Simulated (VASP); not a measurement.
# ScCr (P6_3mc) in VASP: notebook

Aim: see how the results for ScCr move with the level of theory and the settings. Levels: PBE+D4+U, r2SCAN+U. Tasks: single point, atomic charges.

Everything below comes from runs of VASP 6.6.1. Logs are shortened: lines on timing, memory, paths and dates and some standing lists are left out, and cuts for length are marked.

### 1 The crystal as given

It takes space group P6_3mc (No. 186, hexagonal). The conventional cell has a = 3.784 Å, b = 3.784 Å, c = 5.732 Å, α = 90.00°, β = 90.00°, γ = 120.00°. Sc (site symmetry 3m) has 4 Cr at 2.26 to 2.27 Å as nearest neighbours. Cr (site symmetry 3m) is surrounded by 4 Sc at 2.26 to 2.27 Å.

The cell was built by a generator and needn't be a form met in nature.

### 2 Single point, PBE+D4+U, collinear spin, random start

The input, run.py:

```python
from ase import Atoms
from ase.calculators.vasp import Vasp
from ase.dft.bandgap import bandgap

atoms = Atoms(
    ['Sc', 'Sc', 'Cr', 'Cr'],
    cell=[[3.7844607, 0.0, 0.0], [-1.89223035, 3.27743911, 0.0], [0.0, 0.0, 5.73209097]],
    scaled_positions=[[0.66666667, 0.33333333, 0.88503098], [0.33333333, 0.66666667, 0.38503098], [0.66666667, 0.33333333, 0.48996899], [0.33333333, 0.66666667, 0.98996899]],
    pbc=True,
)
atoms.set_initial_magnetic_moments([0.0, 0.0, -0.93, -1.95])
calc = Vasp(
    directory='calc',
    xc='pbe',
    pp='PBE',
    setups='recommended',
    prec='Normal',
    encut=520,
    ediff=1e-07,
    ismear=-5,
    sigma=0.05,
    lreal=False,
    lasph=False,
    nelm=100,
    algo='Normal',
    isif=2,
    lwave=False,
    lcharg=False,
    ispin=2,
    lorbit=11,
    lmaxmix=4,
    ldautype=2,
    ldauprint=1,
    ivdw=13,
    ldau_luj={'Cr': {'L': 2, 'U': 4.5, 'J': 0}, 'Sc': {'L': 2, 'U': 5, 'J': 0}},
    kpts=[8, 8, 5],
    gamma=True,
    nbands=35,
)
atoms.calc = calc

print('energy (eV):', atoms.get_potential_energy())
print('free energy (eV):', atoms.get_potential_energy(force_consistent=True))
print('forces (eV/A):')
print(atoms.get_forces())
print('stress (eV/A^3, Voigt):', atoms.get_stress())
print('Fermi level (eV):', calc.get_fermi_level())
print('moment (muB):', atoms.get_magnetic_moment())
print('site moments (muB):', atoms.get_magnetic_moments())
gap, top, bottom = bandgap(calc)
print('band gap (eV):', gap, 'from (spin, k, band)', top, 'to', bottom)
```

Potentials or basis: VASP PAW PBE potentials, release 64 (Sc_sv, Cr_pv).

Command:

```console
> python run.py
```

Log:

```text
energy (eV): -11.78522801
free energy (eV): -11.78522801
forces (eV/A):
[[ 0.         -0.          0.75904659]
 [ 0.          0.          0.75936148]
 [-0.          0.         -0.75913882]
 [-0.          0.         -0.75926924]]
stress (eV/A^3, Voigt): [-0.28385472 -0.28385472 -0.23832873 -0.         -0.         -0.        ]
Fermi level (eV): 6.60522472
moment (muB): -7.922909
site moments (muB): [-0.17  -0.17  -3.939 -3.939]
band gap (eV): 0.0 from (spin, k, band) (None, None, None) to (None, None, None)
```

OUTCAR:

```text
ENCUT = 520.000000
   EDIFF = 1.00e-07
   GGA = PE
   PREC = Normal
   ISIF = 2
   ISMEAR = -5
   ISPIN = 2
   LORBIT = 11
   NELM = 100
   IVDW = 13
   LASPH = .FALSE.
   LREAL = .FALSE.

 ion  position               nearest neighbor table
   1  0.667  0.333  0.885-   3 2.26   4 2.27   4 2.27   4 2.27
   2  0.333  0.667  0.385-   4 2.26   3 2.27   3 2.27   3 2.27
   3  0.667  0.333  0.490-   1 2.26   2 2.27   2 2.27   2 2.27
   4  0.333  0.667  0.990-   2 2.26   1 2.27   1 2.27   1 2.27

  LATTYP: Found a hexagonal cell.
 ALAT       =     3.7844607000
 C/A-ratio  =     1.5146387886

  Lattice vectors:

 A1 = (   3.7844607000,   0.0000000000,   0.0000000000)
 A2 = (  -1.8922303500,   3.2774391100,   0.0000000000)
 A3 = (   0.0000000000,   0.0000000000,   5.7320909700)

Analysis of symmetry for initial positions (statically):
=====================================================================
 Subroutine PRICEL returns:
 Original cell was already a primitive cell.

 Routine SETGRP: Setting up the symmetry group for a
 hexagonal supercell.

 Subroutine GETGRP returns: Found 12 space group operations
 (whereof  6 operations were pure point group operations)
 out of a pool of 24 trial point group operations.

The static configuration has the point symmetry C_3v.
 The point group associated with its full space group is C_6v.

Analysis of symmetry for dynamics (positions and initial velocities):
=====================================================================
 Subroutine PRICEL returns:
 Original cell was already a primitive cell.

 Routine SETGRP: Setting up the symmetry group for a
 hexagonal supercell.

 Subroutine GETGRP returns: Found 12 space group operations
 (whereof  6 operations were pure point group operations)
 out of a pool of 24 trial point group operations.

The dynamic configuration has the point symmetry C_3v.
 The point group associated with its full space group is C_6v.

Analysis of structural, dynamic, and magnetic symmetry:
=====================================================================
 Subroutine PRICEL returns:
 Original cell was already a primitive cell.

 Routine SETGRP: Setting up the symmetry group for a
 hexagonal supercell.

 Subroutine GETGRP returns: Found  6 space group operations
 (whereof  6 operations were pure point group operations)
 out of a pool of 24 trial point group operations.

The overall configuration has the point symmetry C_3v.

 Subroutine INISYM returns: Found  6 space group operations
 (whereof  6 operations are pure point group operations),
 and found     1 'primitive' translations

----------------------------------------------------------------------------------------

                                     Primitive cell

  volume of cell :      71.0971

[... 133 lines left out ...]
 maximum number of plane-waves:      1934
   NGX = 15   NGY = 15   NGZ = 21

 number of electron      45.9999913 magnetization      -5.2524873

 Free energy of the ion-electron system (eV)
  ---------------------------------------------------
  ext. energy  EPLUGINS =         0.00000000
  ---------------------------------------------------
  free energy    TOTEN  =        -6.51317259 eV

  energy without entropy =       -6.51317259  energy(sigma->0) =       -6.51317259

atom =   1  type =  1  l = 2

 onsite density matrix

spin component  1
[... 116 lines left out ...]
  o =  0.0468  v = -0.8391  0.0000 -0.0000 -0.5440  0.0000  0.0000  0.0000  0.0000  0.0000  0.0000      0.0000  0.0000  0.0000  0.0000  0.0000  0.0000  0.0000  0.0000  0.0000  0.0000
  o =  0.0468  v =  0.0000  0.5440 -0.0000 -0.0000  0.8391  0.0000  0.0000  0.0000  0.0000  0.0000      0.0000  0.0000  0.0000  0.0000  0.0000  0.0000  0.0000  0.0000  0.0000  0.0000
  o =  0.0472  v =  0.0000 -0.0000 -1.0000  0.0000 -0.0000  0.0000  0.0000  0.0000  0.0000  0.0000      0.0000  0.0000  0.0000  0.0000  0.0000  0.0000  0.0000  0.0000  0.0000  0.0000
  o =  0.1462  v = -0.5440  0.0000  0.0000  0.8391 -0.0000  0.0000  0.0000  0.0000  0.0000  0.0000      0.0000  0.0000  0.0000  0.0000  0.0000  0.0000  0.0000  0.0000  0.0000  0.0000
  o =  0.1462  v =  0.0000  0.8391 -0.0000 -0.0000 -0.5440  0.0000  0.0000  0.0000  0.0000  0.0000      0.0000  0.0000  0.0000  0.0000  0.0000  0.0000  0.0000  0.0000  0.0000  0.0000
  o =  0.8026  v =  0.0000  0.0000  0.0000  0.0000  0.0000  0.4950  0.0000  0.0000 -0.8689  0.0000      0.0000  0.0000  0.0000  0.0000  0.0000  0.0000  0.0000  0.0000  0.0000  0.0000
  o =  0.8026  v =  0.0000  0.0000  0.0000  0.0000  0.0000  0.0000  0.8689  0.0000  0.0000 -0.4950      0.0000  0.0000  0.0000  0.0000  0.0000  0.0000  0.0000  0.0000  0.0000  0.0000
  o =  0.8632  v =  0.0000  0.0000  0.0000  0.0000  0.0000 -0.8689  0.0000  0.0000 -0.4950  0.0000      0.0000  0.0000  0.0000  0.0000  0.0000  0.0000  0.0000  0.0000  0.0000  0.0000
  o =  0.8632  v =  0.0000  0.0000  0.0000  0.0000  0.0000  0.0000 -0.4950  0.0000 -0.0000 -0.8689      0.0000  0.0000  0.0000  0.0000  0.0000  0.0000  0.0000  0.0000  0.0000  0.0000
  o =  0.8724  v =  0.0000  0.0000  0.0000  0.0000  0.0000  0.0000  0.0000  1.0000  0.0000  0.0000      0.0000  0.0000  0.0000  0.0000  0.0000  0.0000  0.0000  0.0000  0.0000  0.0000

 BZINTS: Fermi energy:    6.605225;   46.000000 electrons
         Band energy:-0.806641E+03;  BLOECHL correction:   -0.038517

 number of electron      45.9999910 magnetization      -7.9229090

 Free energy of the ion-electron system (eV)
  ---------------------------------------------------
  ext. energy  EPLUGINS =         0.00000000
  ---------------------------------------------------
  free energy    TOTEN  =       -10.08764284 eV

  energy without entropy =      -10.08764284  energy(sigma->0) =      -10.08764284

 E-fermi :   6.6052     XC(G=0): -10.9896

 val. band max:        6.6340111181   @ k =   0.2500   0.2500   0.0000
 cond. band min:       6.6223109811   @ k =   0.3750   0.0000   0.4000
 fundamental gap:     -0.0117001370
 Fermi energy:         6.6052247222

 spin component 1

 k-point     1 :       0.0000    0.0000    0.0000
  band No.  band energies     occupation
      1     -43.8832      1.00000
      2     -43.8800      1.00000
      3     -33.9260      1.00000
      4     -33.9260      1.00000
      5     -33.9097      1.00000
      6     -33.9097      1.00000
[... 1817 lines left out ...]
     34      10.4092      0.00000
     35      10.7778      0.00000

 [... further k-points ...]

------------------------ aborting loop because EDIFF is reached ----------------------------------------

  DFT-D4 for vdW energy calculation

  Edisp (eV):   -1.69759

  FORCE on cell =-STRESS in cart. coord.  units (eV):
  Direction    XX          YY          ZZ          XY          YZ          ZX
  --------------------------------------------------------------------------------------
  -------------------------------------------------------------------------------------
  Total      20.18123    20.18123    16.94447     0.00000     0.00000     0.00000
  in kB     454.78540   454.78540   381.84471     0.00000     0.00000     0.00000
  external pressure =      430.47 kB  Pullay stress =        0.00 kB

 VOLUME and BASIS-vectors are now :
 -----------------------------------------------------------------------------
  energy-cutoff  :      520.00
  volume of cell :       71.10
      direct lattice vectors                 reciprocal lattice vectors
     3.784460700  0.000000000  0.000000000     0.264238442  0.152558136  0.000000000
    -1.892230350  3.277439110  0.000000000     0.000000000  0.305116271  0.000000000
     0.000000000  0.000000000  5.732090970     0.000000000  0.000000000  0.174456408

 POSITION                                       TOTAL-FORCE (eV/Angst)
 -----------------------------------------------------------------------------------
      1.89223      1.09248      5.07308         0.000000     -0.000000      0.759047
     -0.00000      2.18496      2.20703         0.000000      0.000000      0.759361
      1.89223      1.09248      2.80855        -0.000000      0.000000     -0.759139
     -0.00000      2.18496      5.67459        -0.000000      0.000000     -0.759269
 -----------------------------------------------------------------------------------
    total drift:                               -0.000001     -0.000001     -0.004311

  FREE ENERGIE OF THE ION-ELECTRON SYSTEM (eV)
  ---------------------------------------------------
  free  energy   TOTEN  =       -11.7852280141 eV

  energy  without entropy=      -11.7852280141  energy(sigma->0) =      -11.78522801

 total charge

# of ion       s       p       d       tot
------------------------------------------
    1        2.342   6.202   1.217   9.761
    2        2.342   6.202   1.217   9.761
    3        0.427   6.160   4.604  11.192
    4        0.427   6.160   4.604  11.192
--------------------------------------------------
tot          5.539  24.724  11.643  41.905

 magnetization (x)

# of ion       s       p       d       tot
------------------------------------------
    1       -0.075  -0.089  -0.005  -0.170
    2       -0.075  -0.089  -0.005  -0.170
    3       -0.161  -0.025  -3.753  -3.939
    4       -0.161  -0.025  -3.753  -3.939
--------------------------------------------------
tot         -0.473  -0.230  -7.516  -8.219
```

INCAR:

```text
ENCUT = 520.000000
SIGMA = 0.050000
EDIFF = 1.00e-07
ALGO = Normal
GGA = PE
PREC = Normal
ISIF = 2
ISMEAR = -5
ISPIN = 2
LDAUPRINT = 1
LDAUTYPE = 2
LMAXMIX = 4
LORBIT = 11
NBANDS = 35
NELM = 100
IVDW = 13
LASPH = .FALSE.
LCHARG = .FALSE.
LWAVE = .FALSE.
LREAL = .FALSE.
LDAU = .TRUE.
LDAUL = 2 2
LDAUU = 5.000 4.500
LDAUJ = 0.000 0.000
MAGMOM = 2*0.0000 1*-0.9300 1*-1.9500
```

Run time: 4.6 min. Hardware: 1 thread of Intel Xeon Platinum 8488C (Sapphire Rapids), shared host; peak memory 0.26 GiB.

Results:

```yaml
Free_energy: -11.7852 eV
Pressure: 43.0 GPa
Largest_force: 0.759 eV/Å
Band_gap_on_the_k_mesh: none (metal or under the smearing width)
Net_moment: -7.92 μB per cell
Site_moments: Sc -0.17; Cr -3.94 μB
Valence_electrons_inside_the_program's_atomic_spheres: Sc 9.76; Cr 11.19
Dispersion_energy_per_atom: -0.424 eV
```

Forces in eV/Å, atoms in the order of the input:
```
Sc   0.000  0.000  0.759
Sc   0.000  0.000  0.759
Cr   0.000  0.000 -0.759
Cr   0.000  0.000 -0.759
```

Stress tensor (GPa, compression positive):
```
45.48  0.00  0.00
 0.00 45.48  0.00
 0.00  0.00 38.18
```

Eigenvalues of the final occupation matrices:
| site | spin | trace | eigenvalues |
| --- | --- | --- | --- |
| site 1 d | 1 | 0.61 | 0.06 0.06 0.07 0.21 0.21 |
| site 1 d | 2 | 0.62 | 0.09 0.09 0.14 0.14 0.16 |
| site 2 d | 1 | 0.61 | 0.06 0.06 0.07 0.21 0.21 |
| site 2 d | 2 | 0.62 | 0.09 0.09 0.14 0.14 0.16 |
| site 3 d | 1 | 0.43 | 0.05 0.05 0.05 0.15 0.15 |
| site 3 d | 2 | 4.20 | 0.80 0.80 0.86 0.86 0.87 |
| site 4 d | 1 | 0.43 | 0.05 0.05 0.05 0.15 0.15 |
| site 4 d | 2 | 4.20 | 0.80 0.80 0.86 0.86 0.87 |

Caveat: a pressure of tens of GPa on the cell as given is suspect, and the run, the potentials or the cell itself is likely at fault; pairwise dispersion overbinds metals, which lowers pressure and volume; the U is typed as a test and isn't derived for this compound; tetrahedron occupations give inexact forces and stress in metals. The state reached can hang on the start; a lower one may exist.

(Part 1 of 2 ends here.)
